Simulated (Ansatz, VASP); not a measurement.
## Pt: VASP beside Ansatz

One calculation is typed for both programs; each brings its own data sets. How far apart do they land? The structure shown is the end of the Ansatz relaxation below.

Main program and level: Ansatz 0.2.0; plane waves, with VASP 6.6.1 beside it; single point at PBEsol.

**1. The starting structure**

It takes space group Fm-3m (No. 225, cubic). Conventional cell: a = 3.918 Å, b = 3.918 Å, c = 3.918 Å, α = 90.00°, β = 90.00°, γ = 90.00°. Pt has 12 Pt at 2.77 Å nearest.

**2. Ansatz: relaxation, PBEsol**

Ansatz runs on its PAW soft_1 files.

This run makes the geometry at which the two programs are then compared.

File input.yaml:

```yaml
crystal:
  lattice:
    - [2.77039, 0.0, 0.0]
    - [-1.385195, 2.3992281184, 0.0]
    - [0.0, 0.0, 6.786042]
  atoms:
    - { symbol: Pt, position: [0.0, 0.0, 0.0] }
    - { symbol: Pt, position: [0.3333333, 0.6666667, 0.3333333] }
    - { symbol: Pt, position: [0.6666667, 0.3333333, 0.6666667] }
kpoints:
  mp_grid: { grid: [18, 18, 7] }
scf:
  occupations: { method: fermi_dirac, width: 0.05 }
hamiltonian:
  xc: pbesol
  pseudopotentials: { kind: paw, azcp: { folder: soft_1 }, xc_functional: pbe }
basis:
  ecutwfc: 600
output:
  forces: true
  stress: true
relax:
  f_tol: 0.005
  max_steps: 70
  cell: { stress_tol: 0.02, p_target: 0, fix: [a, b, alpha, beta, gamma] }
```

The run is started by

```bash
> ansatz run input.yaml --threads 4 --pin off --max-ram 10240MiB --backend cpu --events-out ev --progress --plain --runs-dir out
```

Numbers of over 12 decimals in the logs are rounded to 6 here.

What it wrote:

```text
Engine: ansatz 0.2.0, aarch64-unknown-linux-gnu
Pseudopotentials: kind: paw
Pseudopotential: Pt, paw, valence charge 18, recommended cutoff 420 eV (normal), soft_1/Pt.paw.azcp
Functional definition: PBEsol
  exchange = pbesol_x
  correlation = pbesol_c
Crystal: 3 atoms, lattice volume = 45.105 Å³
Basis set: ecut = 600 eV, 1515 PW (Γ), exchange–correlation on 48×48×120 points (8 copies of the dense FFT grid, shifted against one another)
Bands: 33, of which v1, the nominal top of the filled ones, is band 27 counted from 1 (26 counted from 0)
Symmetry: 36 space group operations
Space group: Fm-3m (ITA 225), of the structure as read, at distance tolerance 3.6e-5 Å
k-points: 229 of 2268
Non-local potential: Pt, projectors of the file, l = 0: 3, l = 1: 2, l = 2: 2, l = 3: 1
PAW form: soft (Blöchl's): semilocal exchange-correlation on the pseudo side does not see the compensation charge
PAW frozen core: Pt, regenerated for the run's functional, and the local potential with it (the file was generated under x = pbe(κ = 0.804, μ = 0.219515), c = pbe(β = 0.066725))
PAW one-centre angular grid: Pt, 590 points (default); XC on 64 Gauss nodes
Initial density: superposition of atomic densities (chi_scale 0.1, normalization cell)
Initial wavefunctions: pseudopotential atomic-orbital guess
Functional: x = pbesol(κ = 0.804, μ = 0.123457), c = pbesol(β = 0.046)
SCF iter   1: F=—  HF=-37157.420523 eV  |F-HF|=—  |Δ(HF+E_count)|=         —  Δρ=9.30e-2  dr2=3.71e0  ethr=3.10e-3  ⟨swp⟩=5.4  Hψ=25736  notcnv=0  defer=6
preconditioner: auto → Kerker (q_TF=auto, 2.811 Å⁻¹)  [metal: Δε(μ)=0.001 eV  Ē_g=9.405 eV  σ=0.050 eV  W_gap=0.01  n_scr=24 (ndim 8)  ℏωp=30.3 eV  f_vac=0.000  D(μ)=5.52/eV (n_scr^D=82)]
SCF iter   2: F=—  HF=-37156.487898 eV  |F-HF|=—  |Δ(HF+E_count)|=   9.33e-1  Δρ=4.84e-2  dr2=9.85e-1  ethr=3.10e-3  ⟨swp⟩=2.3  Hψ=13192  notcnv=0  defer=115
SCF iter   3: F=—  HF=-37156.180766 eV  |F-HF|=—  |Δ(HF+E_count)|=   3.07e-1  Δρ=6.84e-3  dr2=1.01e-2  ethr=1.82e-3  ⟨swp⟩=2.0  Hψ=11970  notcnv=0  defer=115
SCF iter   4: F=—  HF=-37156.180435 eV  |F-HF|=—  |Δ(HF+E_count)|=   3.31e-4  Δρ=1.01e-3  dr2=4.48e-4  ethr=1.87e-5  ⟨swp⟩=1.7  Hψ=10866  notcnv=0  defer=115
SCF iter   5: F=—  HF=-37156.180401 eV  |F-HF|=—  |Δ(HF+E_count)|=   3.42e-5  Δρ=3.18e-4  dr2=3.26e-5  ethr=8.30e-7  ⟨swp⟩=2.1  Hψ=11173  notcnv=0  defer=115
SCF iter   6: F=—  HF=-37156.180391 eV  |F-HF|=—  |Δ(HF+E_count)|=   9.61e-6  Δρ=4.78e-5  dr2=7.61e-7  ethr=6.03e-8  ⟨swp⟩=3.0  Hψ=14223  notcnv=0  defer=115
SCF iter   7: F=-37156.180391 eV  HF=-37156.180391 eV  |F-HF|=8.04e-9  |Δ(HF+E_count)|=   6.89e-8  Δρ=7.80e-6  dr2=1.95e-8  ethr=1.85e-10  ⟨swp⟩=4.0  Hψ=24502  notcnv=0
SCF 1 converged in 7 iterations: F = -37156.180391 eV  dr2 = 1.95e-8
  greatest PAW one-centre occupation: 1.000 electrons in one spin orbital (limit 2), on the Pt atom at site 2 (counted from 0), in its partial waves of l = 0
relax step   1: F+E_penalty+E_count = -37156.18039131 eV  Δ(F+E_penalty+E_count) = +0.000e0 eV  max|allowed force component| = 6.863e-28 eV/Å  Δτ_max = 0.0000 Å  P = +0.028 GPa  Ω = 45.105 Å³  fix = [a, b, alpha, beta, gamma]  reactions: a +0.031, b +0.031 GPa  (7 SCF iters, dr2 threshold 1.00e-7 eV, accepted)
[...]
relax step   2: F+E_penalty+E_count = -37156.18039106 eV  Δ(F+E_penalty+E_count) = +2.502e-7 eV  max|allowed force component| = 2.150e-28 eV/Å  Δτ_max = 0.0000 Å  P = -0.000 GPa  Ω = 45.110 Å³  energy of the carried Pulay correction = -3.179e-7 eV  fix = [a, b, alpha, beta, gamma]  reactions: a +0.008, b +0.008 GPa  (8 SCF iters, dr2 threshold 1.13e-9 eV, accepted)
[...]
relax step   3: F+E_penalty+E_count = -37156.18039127 eV  Δ(F+E_penalty+E_count) = -2.181e-7 eV  max|allowed force component| = 1.085e-28 eV/Å  Δτ_max = 0.0000 Å  P = -0.000 GPa  Ω = 45.110 Å³  fix = [a, b, alpha, beta, gamma]  reactions: a +0.008, b +0.008 GPa  stress off target by 1.68e-2 GPa on what of the cell is left free  SCF on the basis re-selected at this cell (its energy is not comparable with the rows above)  (7 SCF iters)
basis re-selected at this cell: Δ(F+E_penalty+E_count) = -2.181e-7 eV, ΔP = -0.000 GPa vs the last step (what re-selecting the basis moved, of the pressure what is left beyond the Pulay correction that the steps carried, after the strain that the cell walked since its last selection, with what the two solves' SCF thresholds leave and, on support functions, any second-order correction that the steps lacked; it is no m [...]
SCF converged after 7 iterations
Free energy (F): -37156.180391 eV
Harris-Foulkes:  -37156.180391 eV  (|F-HF|=2.18e-11)
Internal energy: -37156.132581 eV  (E = F + TS)
E sigma→0 (E₀):  -37156.156486 eV
Entropy (-TS):   -0.047811 eV (-15.937 meV/atom)
Fermi energy:    23.318522 eV
--- Per-component energies (eV) ---
  E_band       = -391.930740
  E_kinetic    = 1790.932022
  E_local      = -4266.928512  (includes V_loc(G=0)·N_el)
  E_nonlocal   = 621.243902
  E_hartree    = 1617.922170
  E_xc         = -693.445937
  E_vxc        = -813.254686  (∫ρ·V_xc dr)
  E_paw        = -28037.466747  (= ΣΔE_a)
  E_vpaw       = -959.768556  (= ΣTr[D̂ρ^β])
  E_aug_tail   = 0.000751  (compensation charges beyond the density's cutoff)
  E_ewald      = -8189.251323
  E_core_change = 0.861094  (= ΣΔE_core)
  E_smearing   = -0.047811  (= −TS)
  E_closure    = 0.000000  (closes the sum)
  Σ components = -37156.180391   (vs F -37156.180391, Δ=0.00e0)
--- Forces (eV/Å), atoms counted from 1 ---
  atom   1  Pt    -0.00000000     0.00000000     0.00000000
  atom   2  Pt     0.00000000    -0.00000000     0.00000000
  atom   3  Pt    -0.00000000    -0.00000000    -0.00000000
  max |Σ_I F_I| component: 1.23e-28 eV/Å
--- Stress (GPa, compression-positive) ---
        0.008279       0.000000      -0.000000
        0.000000       0.008279      -0.000000
       -0.000000      -0.000000      -0.016845
  P = ⅓ Tr σ = -0.0001 GPa (-0.001 kbar)
--- Relaxed structure (2 steps of the walk, 2 accepted, 1 SCFs on fresh bases) ---
  F+E_penalty+E_count = -37156.18039127 eV   max|allowed force component| = 1.085e-28 eV/Å   (the final SCF, on the basis selected at the relaxed cell)
  cell:  # Å, volume = 45.1099 Å³
    - [2.770390, 0, 0]
    - [-1.385195, 2.399228, 0]
    - [0, 0, 6.786709]
  atoms:
    - { symbol: Pt, position: [0, 0, 0] }
    - { symbol: Pt, position: [0.333333, 0.666667, 0.333333] }
    - { symbol: Pt, position: [0.666667, 0.333333, 0.666667] }
```

The column dr2 measures how far the density is from self-consistency, as an energy; F and HF (Harris–Foulkes) agree once it is small.

**3. VASP: single point, PBEsol, pair 1**

The same cell, functional, mesh and smearing now go to VASP, with its own data sets.

Lines of VASP's logs that name or quote its potential files are left out, and so is its time.

File INCAR:

```
SYSTEM = Pt
PREC = Accurate
ENCUT = 500
EDIFF = 1E-06
NELM = 120
ISMEAR = -1
SIGMA = 0.05
LREAL = .FALSE.
ALGO = Normal
GGA = PS
NBANDS = 21
LASPH = .TRUE.
LORBIT = 11
LWAVE = .FALSE.
LCHARG = .FALSE.
ISIF = 2
GGA_COMPAT = .FALSE.
KPAR = 2
```

File POSCAR:

```
Pt
1.0
    2.7703900000      0.0000000000      0.0000000000
   -1.3851950000      2.3992281184      0.0000000000
    0.0000000000      0.0000000000      6.7867092338
Pt
3
Direct
    0.0000000000      0.0000000000      0.0000000000
    0.3333333333      0.6666666667      0.3333333333
    0.6666666667      0.3333333333      0.6666666667
```

File KPOINTS:

```
Automatic mesh
0
Gamma
18 18 7
0 0 0
```

Potentials, in the order of the species: Pt (PBE family, release 64).

The run is started by

```bash
> mpirun -np 2 vasp_std
```

What it wrote:

```text
[banner, memory and clock lines left out]
running    2 mpi-ranks, on    1 nodes
 distrk:  each k-point on    1 cores,    2 groups
 distr:  one band on    1 cores,    1 groups

 POSCAR found type information on POSCAR Pt
 POSCAR found :  1 types and       3 ions
|                                                                             |
|               ----> ADVICE to this user running VASP <----                  |
|                                                                             |
|     You enforced a specific xc type in the INCAR file but a different       |
|     [... a line on the potential file left out ...]
|     I HOPE YOU KNOW WHAT YOU ARE DOING!                                     |
|                                                                             |

 LDA part: xc-table for (Slater+PW92), standard interpolation
 POSCAR, INCAR and KPOINTS ok, starting setup
 FFT: planning ... GRIDC
 FFT: planning ... GRID_SOFT
 FFT: planning ... GRID
 WAVECAR not read
 entering main loop
       N       E                     dE             d eps       ncg     rms          rms(c)
DAV:   1     0.170019027665E+03    0.17002E+03   -0.15016E+04  9794   0.132E+03
DAV:   2    -0.178668477104E+02   -0.18789E+03   -0.17641E+03 10450   0.294E+02
DAV:   3    -0.222415402823E+02   -0.43747E+01   -0.42873E+01 11157   0.446E+01
DAV:   4    -0.222732830640E+02   -0.31743E-01   -0.31722E-01 10808   0.392E+00
DAV:   5    -0.222736057283E+02   -0.32266E-03   -0.32266E-03 11188   0.426E-01    0.233E+01
DAV:   6    -0.210576749082E+02    0.12159E+01   -0.23534E+00 10603   0.120E+01    0.118E+01
DAV:   7    -0.209258248474E+02    0.13185E+00   -0.51817E-01 10883   0.544E+00    0.342E+00
DAV:   8    -0.209111366722E+02    0.14688E-01   -0.58760E-02 10408   0.189E+00    0.127E+00
DAV:   9    -0.209101442281E+02    0.99244E-03   -0.83140E-04 10868   0.237E-01    0.242E-02
DAV:  10    -0.209101594340E+02   -0.15206E-04   -0.83039E-06 10892   0.181E-02    0.158E-02
DAV:  11    -0.209101629471E+02   -0.35131E-05   -0.14963E-06  6974   0.899E-03    0.333E-03
DAV:  12    -0.209101629643E+02   -0.17250E-07   -0.74353E-08  5714   0.215E-03
   1 F= -.20910163E+02 E0= -.20886200E+02  d E =-.479269E-01
```

OUTCAR, selected parts (step 3):

```text
ion  position               nearest neighbor table
   1  0.000  0.000  0.000-   2 2.77   3 2.77   3 2.77   2 2.77   3 2.77   2 2.77
   2  0.333  0.667  0.333-   1 2.77   1 2.77   1 2.77   3 2.77   3 2.77   3 2.77
   3  0.667  0.333  0.667-   1 2.77   1 2.77   1 2.77   2 2.77   2 2.77   2 2.77

  LATTYP: Found a hexagonal cell.
 ALAT       =     2.7703900000
 C/A-ratio  =     2.4497306277

 Subroutine GETGRP returns: Found 12 space group operations
 (whereof 12 operations were pure point group operations)

The static configuration has the point symmetry D_3d.

 Found    229 irreducible k-points:

   k-points           NKPTS =    229   k-points in BZ     NKDIM =    229   number of bands    NBANDS=     21

   dimension x,y,z NGX =    20 NGY =   20 NGZ =   50
   dimension x,y,z NGXF=    40 NGYF=   40 NGZF=  100

   ENCUT  =  500.0 eV  36.75 Ry    6.06 a.u.   5.05  5.05 12.37*2*pi/ulx,y,z

   NELECT =      30.0000    total number of electrons

 k-points in reciprocal lattice and weights: Automatic mesh
   0.00000000  0.00000000  0.00000000       0.000
   0.05555556 -0.00000000  0.00000000       0.003
   0.11111111 -0.00000000  0.00000000       0.003
   0.16666667  0.00000000  0.00000000       0.003
   0.22222222  0.00000000  0.00000000       0.003
   0.27777778  0.00000000  0.00000000       0.003
   0.33333333  0.00000000  0.00000000       0.003
   0.38888889 -0.00000000  0.00000000       0.003
   0.44444444  0.00000000  0.00000000       0.003
[...]
-0.27777778 -0.38888889  0.42857143       0.005
   0.33333333  0.33333333  0.42857143       0.002

 average (electrostatic) potential at core
       1 -62.7773       2 -62.7773       3 -62.7773

 E-fermi :  11.1543

 k-point     1 :       0.0000    0.0000    0.0000
  band No.  band energies     occupation
    ...
     14       9.5188      2.00000
     15      10.3233      2.00000
     16      10.3233      2.00000
     17      10.3233      2.00000
     18      10.3233      2.00000
     19      21.4469      0.00000
     20      21.4469      0.00000
     21      25.7691      0.00000

 k-point     2 :       0.0556   -0.0000    0.0000
  band No.  band energies     occupation
    ...
     14       9.5212      2.00000
     15      10.0375      2.00000
     16      10.2817      2.00000
     17      10.5842      1.99998
     18      10.7830      1.99881
     19      21.4884      0.00000
     20      21.4947      0.00000
     21      25.9446      0.00000

 k-point     3 :       0.1111   -0.0000    0.0000
  band No.  band energies     occupation
    ...
     13       9.3202      2.00000
     14       9.5416      2.00000
     15       9.7452      2.00000
     16      10.6068      1.99996
     17      10.8090      1.99800
     18      11.4398      0.00660
     19      21.5872      0.00000
     20      21.6367      0.00000
     21      26.4357      0.00000

  Total       -0.0955508     -0.0955508     -0.1029565      0.0000000      0.0000000     -0.0000000
  in kB       -3.3936995     -3.3936995     -3.6567266      0.0000000      0.0000000     -0.0000000
  external PRESSURE =      -3.4813752 kB  Pullay stress =       0.0000000 kB

  energy-cutoff  :      500.00
  volume of cell :       45.11
      direct lattice vectors                 reciprocal lattice vectors
     2.770390000  0.000000000  0.000000000     0.360960009  0.208400359  0.000000000
    -1.385195000  2.399228118  0.000000000     0.000000000  0.416800717  0.000000000
     0.000000000  0.000000000  6.786709234     0.000000000  0.000000000  0.147346816

 POSITION                                       TOTAL-FORCE (eV/Angst)
 -----------------------------------------------------------------------------------
      0.00000      0.00000      0.00000         0.000000      0.000000     -0.000000
     -0.00000      1.59949      2.26224        -0.000000      0.000000     -0.000000
      1.38520      0.79974      4.52447        -0.000000     -0.000000      0.000000
 -----------------------------------------------------------------------------------
    total drift:                               -0.000000      0.000000     -0.000000

  FREE ENERGIE OF THE ION-ELECTRON SYSTEM (eV)
  ---------------------------------------------------
  free  energy   TOTEN  =       -20.9101629643 eV

  energy  without entropy=      -20.8622360502  energy(sigma->0) =      -20.88619951

 total charge
# of ion       s       p       d       tot
------------------------------------------
    1        0.635   0.619   8.037   9.291
    2        0.635   0.619   8.037   9.291
    3        0.635   0.619   8.037   9.291
--------------------------------------------------
tot          1.904   1.858  24.110  27.872

[... 3 further parts left out ...]
```

The run ends at a pressure of -0.35 GPa.

**4. Comparison**

Known differences besides the potentials themselves: the data sets hold 54 valence electrons in Ansatz (on its PAW soft_1 files) and 30 in VASP; the cutoff is 600 eV in Ansatz and 500 eV in VASP; Ansatz makes its cores anew for this functional, VASP keeps those of its PBE data sets; Ansatz's pressure holds a Pulay correction, VASP's none. Total energies have different zeros and are not compared.

The two programs side by side:

```
      quantity  Ansatz   VASP  difference
pressure (GPa)    0.00  -0.35       +0.35
```

**5. Ansatz: relaxation, PBEsol**

This run makes the geometry at which the two programs are then compared. The cell compared in this pair holds 44.41 Å³, against 45.11 Å³ for the pair before.

The structure compared here is the end of the Ansatz relaxation.

input.yaml: that of step 2 with these lines changed.

```diff
@@ -2,5 +2,5 @@
   lattice:
-    - [2.77039, 0.0, 0.0]
-    - [-1.385195, 2.3992281184, 0.0]
-    - [0.0, 0.0, 6.786042]
+    - [2.7149822, 0.0, 0.0]
+    - [-1.3574911, 2.351243556, 0.0]
+    - [0.0, 0.0, 6.867474504]
   atoms:
```

The run is started by

```bash
> ansatz run input.yaml --threads 4 --pin off --max-ram 10240MiB --backend cpu --events-out ev --progress --plain --runs-dir out
```

What it wrote:

```text
[...]
Crystal: 3 atoms, lattice volume = 43.839 Å³
Basis set: ecut = 600 eV, 1491 PW (Γ), exchange–correlation on 48×48×120 points (8 copies of the dense FFT grid, shifted against one another)
Bands: 33, of which v1, the nominal top of the filled ones, is band 27 counted from 1 (26 counted from 0)
Symmetry: 36 space group operations
[...]
k-points: 229 of 2268
[...]
-0.000000      -0.000000       0.010664
  P = ⅓ Tr σ = 5.3788 GPa (53.788 kbar)
--- Relaxed structure (4 steps of the walk, 4 accepted, 1 SCFs on fresh bases) ---
[...]
cell:  # Å, volume = 44.4062 Å³
    - [2.714982, 0, 0]
    - [-1.357491, 2.351244, 0]
    - [0, 0, 6.956313]
  atoms:
    - { symbol: Pt, position: [0, 0, 0] }
    - { symbol: Pt, position: [0.333333, 0.666667, 0.333333] }
    - { symbol: Pt, position: [0.666667, 0.333333, 0.666667] }
[key lines of the parts left out:]
SCF converged after 8 iterations
Free energy (F): -37156.137559 eV
Fermi energy:    23.807889 eV
```

**6. VASP: single point, PBEsol, pair 2**

The same cell, functional, mesh and smearing now go to VASP, with its own data sets.

INCAR is that of step 3.

File POSCAR:

```
Pt
1.0
    2.7149822000      0.0000000000      0.0000000000
   -1.3574911000      2.3512435560      0.0000000000
    0.0000000000      0.0000000000      6.9563129286
Pt
3
Direct
    0.0000000000      0.0000000000      0.0000000000
    0.3333333333      0.6666666667      0.3333333333
    0.6666666667      0.3333333333      0.6666666667
```

KPOINTS is that of step 3.

The run is started by

```bash
> mpirun -np 2 vasp_std
```

What it wrote:

```text
[banner, memory and clock lines left out]
running    2 mpi-ranks, on    1 nodes
[...]
[... a notice as in an earlier step ...]

 LDA part: xc-table for (Slater+PW92), standard interpolation
 POSCAR, INCAR and KPOINTS ok, starting setup
[...]
entering main loop
       N       E                     dE             d eps       ncg     rms          rms(c)
DAV:   1     0.170518555797E+03    0.17052E+03   -0.15065E+04  9762   0.133E+03
DAV:   2    -0.178350457503E+02   -0.18835E+03   -0.17659E+03 10442   0.295E+02
DAV:   3    -0.221889803553E+02   -0.43539E+01   -0.42662E+01 11074   0.448E+01
DAV:   4    -0.222196413520E+02   -0.30661E-01   -0.30646E-01 10908   0.389E+00
[...]
DAV:  10    -0.208678845166E+02   -0.13568E-04   -0.86089E-06 10911   0.182E-02    0.155E-02
DAV:  11    -0.208678876639E+02   -0.31473E-05   -0.16068E-06  7142   0.940E-03    0.423E-03
DAV:  12    -0.208678877382E+02   -0.74323E-07   -0.10793E-07  5889   0.283E-03
   1 F= -.20867888E+02 E0= -.20846669E+02  d E =-.424376E-01
```

(Part 1 of 2 ends here.)

[Lines on the potential files, build, host, timing and source positions are cut from VASP's logs without a mark.]

[Logs are printed without paths, hosts, clocks, repeated set-up lines and the standing remarks that a program may print on its own settings, such as how far it seeks lower states.]

[Hosts, paths, dates, database ids (printed as entryN), source tags and the programs' standing remarks are cut or masked in the printed files.]
